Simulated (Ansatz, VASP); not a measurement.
# Cross-check of Y11Al5Si14O52 (amorphous 64SiO2-25Y2O3-11Al2O3 (mol %)) between VASP and Ansatz

One calculation is typed for both programs; each brings its own data sets. How far apart do they land? The structure shown is the start of the Ansatz relaxation below; VASP solves that cell, so the two are compared at the walk's first step.

Program: Ansatz 0.2.0. Level of theory: plane waves, with VASP 6.6.1 beside it; single point at PBE. Results are calculated unless marked as measured.

## Step 1: Set-up

The cell holds 164 atoms: 28 Si, 22 Y, 10 Al and 104 O. Cell: a = 13.250 Å, b = 13.250 Å, c = 13.250 Å, α = 90.0°, β = 90.0°, γ = 90.0°. As first built, before any earlier steps moved the atoms (in the runner's words): 164 atoms (28 Si, 22 Er, 10 Al, 104 O) placed at random at 4.5 g/cm^3, melted at 5000 K for 10 ps at fixed volume with the Morse and Coulomb pair potential with partial charges (Pedone, Malavasi, Menziani, Cormack and Segre, J. Phys. Chem. B 110, 11780 (2006)). Quenched from 5000 K to 300 K at 300 K/ps and fixed volume, held 10 ps at zero pressure, then minimised at fixed cell. Then Er was replaced by Y and the cell scaled by 1.01 (the potential has no terms for the new elements, so the cell is a start for a DFT relaxation).

## Step 2: Ansatz: relaxation, PBE

Ansatz runs on its default PAW (the set named soft_2) files.

The two programs are compared at the cell with which this relaxation starts, whose forces are those of its first step.

File input.yaml:

```yaml
crystal:
  lattice:
    - [13.2503, 0.0, 0.0]
    - [0.0, 13.2503, 0.0]
    - [0.0, 0.0, 13.2503]
  atoms:
    - { symbol: Si, position: [0.31948, 0.81984, 0.60563] }
    - { symbol: Si, position: [0.75154, 0.00861, 0.31622] }
    - { symbol: Si, position: [0.1096, 0.83758, 0.10274] }
    - { symbol: Si, position: [0.94552, 0.76516, 0.70432] }
    - { symbol: Si, position: [0.83696, 0.22436, 0.56524] }
    - { symbol: Si, position: [0.88123, 0.46083, 0.79848] }
    - { symbol: Si, position: [0.54414, 0.84006, 0.64377] }
    - { symbol: Si, position: [0.83716, 0.37264, 0.99289] }
    - { symbol: Si, position: [0.42161, 0.46722, 0.93632] }
    - { symbol: Si, position: [0.50803, 0.52882, 0.58368] }
    - { symbol: Si, position: [0.0261, 0.97023, 0.60757] }
    - { symbol: Si, position: [0.14455, 0.06905, 0.11379] }
    - { symbol: Si, position: [0.30002, 0.99163, 0.2709] }
    - { symbol: Si, position: [0.044, 0.55571, 0.66468] }
    - { symbol: Si, position: [0.26745, 0.46262, 0.10775] }
    - { symbol: Si, position: [0.99902, 0.37694, 0.52152] }
    - { symbol: Si, position: [0.53365, 0.08152, 0.5925] }
    - { symbol: Si, position: [0.88228, 0.1366, 0.95938] }
    - { symbol: Si, position: [0.09159, 0.77951, 0.88518] }
    - { symbol: Si, position: [0.29826, 0.06883, 0.62628] }
    - { symbol: Si, position: [0.72625, 0.9972, 0.84503] }
    - { symbol: Si, position: [0.1983, 0.3422, 0.78759] }
    - { symbol: Si, position: [0.17026, 0.86401, 0.441] }
    - { symbol: Si, position: [0.37195, 0.50065, 0.32389] }
    - { symbol: Si, position: [0.49098, 0.00485, 0.37626] }
    - { symbol: Si, position: [0.81549, 0.39453, 0.21986] }
    - { symbol: Si, position: [0.51921, 0.19296, 0.12602] }
    - { symbol: Si, position: [0.03298, 0.72205, 0.30388] }
    - { symbol: "Y", position: [0.71856, 0.23872, 0.75688] }
    - { symbol: "Y", position: [0.7716, 0.93324, 0.57582] }
    - { symbol: "Y", position: [0.61999, 0.55814, 0.82564] }
    - { symbol: "Y", position: [0.54367, 0.74337, 0.40554] }
    - { symbol: "Y", position: [0.07583, 0.5139, 0.95064] }
    - { symbol: "Y", position: [0.77966, 0.66099, 0.20529] }
    - { symbol: "Y", position: [0.92926, 0.14445, 0.21758] }
    - { symbol: "Y", position: [0.30687, 0.22006, 0.98833] }
    - { symbol: "Y", position: [0.98839, 0.20647, 0.73646] }
    - { symbol: "Y", position: [0.17268, 0.21468, 0.40754] }
    - { symbol: "Y", position: [0.45107, 0.24307, 0.37834] }
    - { symbol: "Y", position: [0.42389, 0.23807, 0.76731] }
    - { symbol: "Y", position: [0.54457, 0.82243, 0.92751] }
    - { symbol: "Y", position: [0.73716, 0.65444, 0.60922] }
    - { symbol: "Y", position: [0.50022, 0.65644, 0.14353] }
    - { symbol: "Y", position: [0.14773, 0.05489, 0.84745] }
    - { symbol: "Y", position: [0.27101, 0.42455, 0.56152] }
    - { symbol: "Y", position: [0.1427, 0.4667, 0.33627] }
    - { symbol: "Y", position: [0.27525, 0.60493, 0.76409] }
    - { symbol: "Y", position: [0.6061, 0.4986, 0.32595] }
    - { symbol: "Y", position: [0.79801, 0.91259, 0.07926] }
    - { symbol: "Y", position: [0.81682, 0.74582, 0.90149] }
    - { symbol: Al, position: [0.83147, 0.49305, 0.41713] }
    - { symbol: Al, position: [0.5939, 0.90263, 0.19215] }
    - { symbol: Al, position: [0.64998, 0.35418, 0.51829] }
    - { symbol: Al, position: [0.59953, 0.34006, 0.94366] }
    - { symbol: Al, position: [0.35734, 0.86645, 0.06752] }
    - { symbol: Al, position: [0.50354, 0.04401, 0.95873] }
    - { symbol: Al, position: [0.83001, 0.7184, 0.41787] }
    - { symbol: Al, position: [0.10253, 0.30565, 0.13293] }
    - { symbol: Al, position: [0.66766, 0.23299, 0.30655] }
    - { symbol: Al, position: [0.92686, 0.07892, 0.42564] }
    - { symbol: O, position: [0.29205, 0.51211, 0.41327] }
    - { symbol: O, position: [0.9229, 0.40367, 0.43106] }
    - { symbol: O, position: [0.74322, 0.96974, 0.73259] }
    - { symbol: O, position: [0.07251, 0.77505, 0.19957] }
    - { symbol: O, position: [0.29198, 0.47222, 0.22894] }
    - { symbol: O, position: [0.02759, 0.13865, 0.37232] }
    - { symbol: O, position: [0.54257, 0.40881, 0.57109] }
    - { symbol: O, position: [0.54635, 0.46369, 0.94481] }
    - { symbol: O, position: [0.25549, 0.80178, 0.50226] }
    - { symbol: O, position: [0.95434, 0.27311, 0.56806] }
    - { symbol: O, position: [0.70929, 0.4555, 0.45246] }
    - { symbol: O, position: [0.43997, 0.79174, 0.59792] }
    - { symbol: O, position: [0.05664, 0.05689, 0.68673] }
    - { symbol: O, position: [0.36499, 0.92716, 0.1911] }
    - { symbol: O, position: [0.90763, 0.7262, 0.31072] }
    - { symbol: O, position: [0.63544, 0.7903, 0.57732] }
    - { symbol: O, position: [0.23702, 0.11389, 0.53399] }
    - { symbol: O, position: [0.54774, 0.81661, 0.76018] }
    - { symbol: O, position: [0.11296, 0.37134, 0.48072] }
    - { symbol: O, position: [0.03184, 0.38336, 0.0586] }
    - { symbol: O, position: [0.60998, 0.00382, 0.8819] }
    - { symbol: O, position: [0.89342, 0.46135, 0.92394] }
    - { symbol: O, position: [0.55002, 0.96342, 0.62104] }
    - { symbol: O, position: [0.39452, 0.53178, 0.62208] }
    - { symbol: O, position: [0.97871, 0.87311, 0.66685] }
    - { symbol: O, position: [0.832, 0.16961, 0.46104] }
    - { symbol: O, position: [0.47222, 0.89596, 0.41581] }
    - { symbol: O, position: [0.59209, 0.57633, 0.66226] }
    - { symbol: O, position: [0.55422, 0.78659, 0.2382] }
    - { symbol: O, position: [0.18214, 0.53904, 0.07779] }
    - { symbol: O, position: [0.38805, 0.35466, 0.90708] }
    - { symbol: O, position: [0.20303, 0.08111, 0.00981] }
    - { symbol: O, position: [0.63791, 0.57483, 0.18152] }
    - { symbol: O, position: [0.14556, 0.67123, 0.86988] }
    - { symbol: O, position: [0.84269, 0.60207, 0.48468] }
    - { symbol: O, position: [0.05615, 0.79255, 0.00341] }
    - { symbol: O, position: [0.16183, 0.53988, 0.65049] }
    - { symbol: O, position: [0.2206, 0.06301, 0.2097] }
    - { symbol: O, position: [0.82699, 0.74019, 0.72243] }
    - { symbol: O, position: [0.31359, 0.29919, 0.44712] }
    - { symbol: O, position: [0.9879, 0.47469, 0.5929] }
    - { symbol: O, position: [0.81018, 0.41648, 0.10071] }
    - { symbol: O, position: [0.87557, 0.34253, 0.77221] }
    - { symbol: O, position: [0.62658, 0.87868, 0.06731] }
    - { symbol: O, position: [0.78806, 0.91338, 0.91186] }
    - { symbol: O, position: [0.83924, 0.15894, 0.66658] }
    - { symbol: O, position: [0.31636, 0.94614, 0.61865] }
    - { symbol: O, position: [0.70899, 0.69106, 0.3659] }
    - { symbol: O, position: [0.93376, 0.01177, 0.53591] }
    - { symbol: O, position: [0.78098, 0.11033, 0.88123] }
    - { symbol: O, position: [0.7387, 0.1263, 0.27426] }
    - { symbol: O, position: [0.00513, 0.67158, 0.65318] }
    - { symbol: O, position: [0.55194, 0.21252, 0.24264] }
    - { symbol: O, position: [0.19554, 0.44968, 0.84648] }
    - { symbol: O, position: [0.72944, 0.36145, 0.92794] }
    - { symbol: O, position: [0.7843, 0.52465, 0.7645] }
    - { symbol: O, position: [0.4348, 0.14068, 0.9034] }
    - { symbol: O, position: [0.38196, 0.05972, 0.33656] }
    - { symbol: O, position: [0.39942, 0.20224, 0.12461] }
    - { symbol: O, position: [0.97827, 0.76046, 0.82822] }
    - { symbol: O, position: [0.22775, 0.8397, 0.07781] }
    - { symbol: O, position: [0.89134, 0.30355, 0.23199] }
    - { symbol: O, position: [0.53081, 0.58473, 0.47596] }
    - { symbol: O, position: [0.42374, 0.94158, 0.9785] }
    - { symbol: O, position: [0.42896, 0.75574, 0.03867] }
    - { symbol: O, position: [0.87096, 0.06963, 0.06178] }
    - { symbol: O, position: [0.0853, 0.792, 0.39069] }
    - { symbol: O, position: [0.70808, 0.3532, 0.26382] }
    - { symbol: O, position: [0.57647, 0.29923, 0.81737] }
    - { symbol: O, position: [0.87251, 0.2544, 0.98993] }
    - { symbol: O, position: [0.22988, 0.34699, 0.08221] }
    - { symbol: O, position: [0.7167, 0.98244, 0.42662] }
    - { symbol: O, position: [0.07337, 0.16958, 0.12621] }
    - { symbol: O, position: [0.61094, 0.15366, 0.64649] }
    - { symbol: O, position: [0.82888, 0.74708, 0.07118] }
    - { symbol: O, position: [0.08111, 0.962, 0.11661] }
    - { symbol: O, position: [0.13342, 0.88614, 0.85297] }
    - { symbol: O, position: [0.06322, 0.60687, 0.31768] }
    - { symbol: O, position: [0.65902, 0.69236, 0.91087] }
    - { symbol: O, position: [0.42024, 0.12024, 0.62928] }
    - { symbol: O, position: [0.73313, 0.92284, 0.23162] }
    - { symbol: O, position: [0.37277, 0.49047, 0.04726] }
    - { symbol: O, position: [0.29514, 0.33599, 0.70951] }
    - { symbol: O, position: [0.82676, 0.50452, 0.2808] }
    - { symbol: O, position: [0.55191, 0.08731, 0.07529] }
    - { symbol: O, position: [0.98103, 0.12096, 0.88986] }
    - { symbol: O, position: [0.27446, 0.75714, 0.6956] }
    - { symbol: O, position: [0.11024, 0.93121, 0.527] }
    - { symbol: O, position: [0.26508, 0.09789, 0.73676] }
    - { symbol: O, position: [0.88017, 0.01346, 0.32009] }
    - { symbol: O, position: [0.61719, 0.2681, 0.42597] }
    - { symbol: O, position: [0.75205, 0.30875, 0.58811] }
    - { symbol: O, position: [0.51979, 0.08466, 0.46747] }
    - { symbol: O, position: [0.22893, 0.92788, 0.35076] }
    - { symbol: O, position: [0.1, 0.32792, 0.71837] }
    - { symbol: O, position: [0.56332, 0.99704, 0.28176] }
    - { symbol: O, position: [0.45841, 0.41381, 0.334] }
    - { symbol: O, position: [0.1921, 0.24983, 0.86678] }
    - { symbol: O, position: [0.84081, 0.79783, 0.51419] }
    - { symbol: O, position: [0.40727, 0.55302, 0.85444] }
    - { symbol: O, position: [0.13008, 0.31943, 0.26236] }
    - { symbol: O, position: [0.9879, 0.52195, 0.7745] }
    - { symbol: O, position: [0.43664, 0.59598, 0.28594] }
    - { symbol: O, position: [0.56993, 0.27749, 0.05139] }
kpoints:
  mp_grid: { grid: [1, 1, 1] }
hamiltonian:
  xc: pbe
scf:
  occupations: { method: fermi_dirac, width: 0.025 }
output:
  forces: true
relax:
  f_tol: 0.05
  max_steps: 177
  cell: {}
```

Run with:

```
ansatz run input.yaml --threads 4 --pin off --max-ram 8192MiB --backend cpu --events-out ev --progress --plain --runs-dir out
```

Numbers of over 12 decimals in the logs are rounded to 6 here.

The program printed:

```text
Engine: ansatz 0.2.0, aarch64-unknown-linux-gnu
Pseudopotentials: kind: paw
Pseudopotential: Si, paw, valence charge 4, recommended cutoff 420 eV (normal), Si.paw.azcp
Pseudopotential: Y, paw, valence charge 11, recommended cutoff 420 eV (normal), Y.paw.azcp
Pseudopotential: Al, paw, valence charge 3, recommended cutoff 420 eV (normal), Al.paw.azcp
Pseudopotential: O, paw, valence charge 6, recommended cutoff 420 eV (normal), O.paw.azcp
Functional definition: PBE
  parameter kappa = 0.804
  parameter beta = 0.066725
  exchange = pbe_x(kappa = kappa, mu = beta*pi^2/3)
  correlation = pbe_c(beta = beta)
Crystal: 164 atoms, lattice volume = 2326.361 Å³
Basis set: ecut = 420 eV, 45553 PW (Γ), exchange–correlation on 180×180×180 points (8 copies of the dense FFT grid, shifted against one another)
Bands: 668, of which v1, the nominal top of the filled ones, is band 504 counted from 1 (503 counted from 0)
Symmetry: 1 space group operations
Space group: P1 (ITA 1), of the structure as read, at distance tolerance 1.3e-4 Å
k-points: 1
Non-local potential: Si, projectors of the file, l = 0: 2, l = 1: 2, l = 2: 2
Non-local potential: Y, projectors of the file, l = 0: 3, l = 1: 2, l = 2: 2, l = 3: 1
Non-local potential: Al, projectors of the file, l = 0: 2, l = 1: 2, l = 2: 1
Non-local potential: O, projectors of the file, l = 0: 2, l = 1: 2, l = 2: 1
PAW form: soft (Blöchl's): semilocal exchange-correlation on the pseudo side does not see the compensation charge
PAW one-centre angular grid: Si, 110 points (default); XC on 64 Gauss nodes
PAW one-centre angular grid: Y, 590 points (default); XC on 64 Gauss nodes
PAW one-centre angular grid: Al, 110 points (default); XC on 64 Gauss nodes
PAW one-centre angular grid: O, 110 points (default); XC on 64 Gauss nodes
Initial density: superposition of atomic densities (neutral atoms: chi_scale 0, normalization atom), corrected by the library's trained network
Initial wavefunctions: pseudopotential atomic-orbital guess
Functional: x = pbe(κ = 0.804, μ = 0.219515), c = pbe(β = 0.066725)
SCF iter   1: F=—  HF=-167088.290370 eV  |F-HF|=—  |Δ(HF+E_count)|=         —  Δρ=2.51e-3  dr2=1.78e-1  ethr=1.77e-3  ⟨swp⟩=6.0  Hψ=2756  notcnv=0  defer=36
preconditioner: auto → Resta (q_TF=auto, 2.373 Å⁻¹)  ε∞=3.5  [insulator: Δε(μ)=2.845 eV  Ē_g=15.251 eV  σ=0.025 eV  W_gap=1.00  n_scr=514 (ndim 8)  ℏωp=23.9 eV  f_vac=0.116  D(μ)=0.00/eV (n_scr^D=0)  ε∞_Penn≈3.5]
SCF iter   2: F=—  HF=-167088.285529 eV  |F-HF|=—  |Δ(HF+E_count)|=   4.84e-3  Δρ=1.36e-3  dr2=4.15e-2  ethr=1.77e-5  ⟨swp⟩=2.0  Hψ=1255  notcnv=0  defer=160
SCF iter   3: F=—  HF=-167088.290036 eV  |F-HF|=—  |Δ(HF+E_count)|=   4.51e-3  Δρ=6.12e-4  dr2=1.25e-2  ethr=4.11e-6  ⟨swp⟩=2.0  Hψ=844  notcnv=0  defer=160
SCF iter   4: F=—  HF=-167088.292728 eV  |F-HF|=—  |Δ(HF+E_count)|=   2.69e-3  Δρ=2.18e-4  dr2=1.25e-3  ethr=1.24e-6  ⟨swp⟩=3.0  Hψ=959  notcnv=0  defer=160
SCF iter   5: F=—  HF=-167088.293033 eV  |F-HF|=—  |Δ(HF+E_count)|=   3.06e-4  Δρ=1.55e-4  dr2=5.42e-4  ethr=1.24e-7  ⟨swp⟩=2.0  Hψ=989  notcnv=0  defer=160
SCF iter   6: F=—  HF=-167088.293070 eV  |F-HF|=—  |Δ(HF+E_count)|=   3.73e-5  Δρ=3.91e-5  dr2=4.41e-5  ethr=5.38e-8  ⟨swp⟩=2.0  Hψ=833  notcnv=0  defer=160
SCF iter   7: F=—  HF=-167088.293873 eV  |F-HF|=—  |Δ(HF+E_count)|=   8.03e-4  Δρ=2.43e-5  dr2=1.26e-5  ethr=4.38e-9  ⟨swp⟩=2.0  Hψ=1172  notcnv=0  defer=160
SCF iter   8: F=—  HF=-167088.293876 eV  |F-HF|=—  |Δ(HF+E_count)|=   3.20e-6  Δρ=9.41e-6  dr2=2.10e-6  ethr=1.25e-9  ⟨swp⟩=2.0  Hψ=923  notcnv=0  defer=160
SCF iter   9: F=—  HF=-167088.293878 eV  |F-HF|=—  |Δ(HF+E_count)|=   1.55e-6  Δρ=3.84e-6  dr2=3.68e-7  ethr=2.08e-10  ⟨swp⟩=2.0  Hψ=987  notcnv=0  defer=160
SCF iter  10: F=-167088.293878 eV  HF=-167088.293878 eV  |F-HF|=3.03e-9  |Δ(HF+E_count)|=   1.64e-7  Δρ=1.90e-6  dr2=7.98e-8  ethr=9.92e-12  ⟨swp⟩=4.0  Hψ=1993  notcnv=0
SCF 1 converged in 10 iterations: F = -167088.293878 eV  dr2 = 7.98e-8
  greatest PAW one-centre occupation: 0.994 electrons in one spin orbital (limit 2), on the Y atom at site 35 (counted from 0), in its partial waves of l = 0
relax step   1: F+E_penalty+E_count = -167088.29387801 eV  Δ(F+E_penalty+E_count) = +0.000e0 eV  max|allowed force component| = 2.566e0 eV/Å  Δτ_max = 0.0000 Å  P = +0.378 GPa  Ω = 2326.361 Å³  (10 SCF iters, dr2 threshold 1.00e-7 eV, accepted)
Crystal: 164 atoms, lattice volume = 2268.622 Å³
Basis set: ecut = 420 eV, 44261 PW (Γ), exchange–correlation on 180×180×180 points (8 copies of the dense FFT grid, shifted against one another)
Initial density: handed on by an earlier stage of this run
Initial wavefunctions: those handed on with the density
iter 1 solved again at ethr=2.43e-4 eV; its pass at ethr=3.10e-3 eV (dr2=2.45e0 eV) is discarded
SCF iter   1: F=—  HF=-167092.980625 eV  |F-HF|=—  |Δ(HF+E_count)|=         —  Δρ=9.89e-3  dr2=2.45e0  ethr=2.43e-4  ⟨swp⟩=7.0  Hψ=3066  notcnv=0
[...]
- { symbol: Al, position: [0.116984, 0.320267, 0.145923] }
    - { symbol: Al, position: [0.673633, 0.229744, 0.295170] }
    - { symbol: Al, position: [0.931476, 0.070496, 0.418853] }
    - { symbol: O, position: [0.287527, 0.513592, 0.422828] }
    - { symbol: O, position: [0.954806, 0.416893, 0.421514] }
    - { symbol: O, position: [0.738269, 0.973792, 0.727610] }
    - { symbol: O, position: [0.077790, 0.785401, 0.195233] }
    - { symbol: O, position: [0.286218, 0.511494, 0.235752] }
    - { symbol: O, position: [0.030085, 0.137017, 0.359205] }
    - { symbol: O, position: [0.539756, 0.401011, 0.569083] }
    - { symbol: O, position: [0.552572, 0.484365, 0.963832] }
    - { symbol: O, position: [0.254043, 0.782113, 0.494749] }
    - { symbol: O, position: [0.950445, 0.277876, 0.570105] }
    - { symbol: O, position: [0.722388, 0.446998, 0.448836] }
    - { symbol: O, position: [0.434744, 0.788802, 0.581788] }
    - { symbol: O, position: [0.039757, 0.059116, 0.667554] }
    - { symbol: O, position: [0.365716, 0.922477, 0.186364] }
    - { symbol: O, position: [0.910450, 0.731992, 0.298525] }
    - { symbol: O, position: [0.627660, 0.797704, 0.575752] }
    - { symbol: O, position: [0.221914, 0.117016, 0.533303] }
    - { symbol: O, position: [0.525251, 0.815237, 0.760666] }
    - { symbol: O, position: [0.123811, 0.362013, 0.493912] }
    - { symbol: O, position: [0.047070, 0.389169, 0.067481] }
    - { symbol: O, position: [0.606123, 0.000124087, 0.884420] }
    - { symbol: O, position: [0.901507, 0.438963, 0.931621] }
    - { symbol: O, position: [0.541411, 0.968704, 0.626132] }
    - { symbol: O, position: [0.396559, 0.532075, 0.624819] }
[...]
- { symbol: O, position: [0.454117, 0.426794, 0.317113] }
    - { symbol: O, position: [0.225648, 0.245020, 0.883427] }
    - { symbol: O, position: [0.815223, 0.800921, 0.513366] }
    - { symbol: O, position: [0.421399, 0.568855, 0.857222] }
    - { symbol: O, position: [0.138660, 0.332070, 0.275081] }
    - { symbol: O, position: [0.986637, 0.517728, 0.787851] }
    - { symbol: O, position: [0.436633, 0.625777, 0.309380] }
    - { symbol: O, position: [0.524997, 0.286872, 0.042188] }
```

[end of part 1 of 2]

[Lines on the potential files, build, host, timing and source positions are cut from VASP's logs without a mark.]

[Logs are printed without paths, hosts, clocks, repeated set-up lines and the standing remarks that a program may print on its own settings, such as how far it seeks lower states.]

[Hosts, paths, dates, database ids (printed as entryN), source tags and the programs' standing remarks are cut or masked in the printed files.]
